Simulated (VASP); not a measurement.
```
CELL_PARAMETERS angstrom
      1.63358    -2.82945     0.00000
      1.63358     2.82945     0.00000
      0.00000     0.00000     5.28715
ATOMIC_POSITIONS crystal
  Zn 0.66667 0.33333 0.50185
  Zn 0.33333 0.66667 0.00185
  O  0.66667 0.33333 0.88015
  O  0.33333 0.66667 0.38015
```

The numbers are results of optB88-vdW, VASP's PBE PAW potentials (set 64) (plane waves; VASP 6.6.1), not measurements. Numerical set-up: 520 eV cut-off, 8×8×4 Γ-centred mesh, Gaussian smearing of 0.050 eV, potentials Zn O.

Problem. What does the run give for the energy per atom (σ→0)?

Solution. 
The energy per atom (σ→0) comes out as -2.155 eV/atom.

Total energies compare only between runs with the same potentials, cut-off and functional.

The compound is ZnO in the wurtzite structure. It was relaxed first.
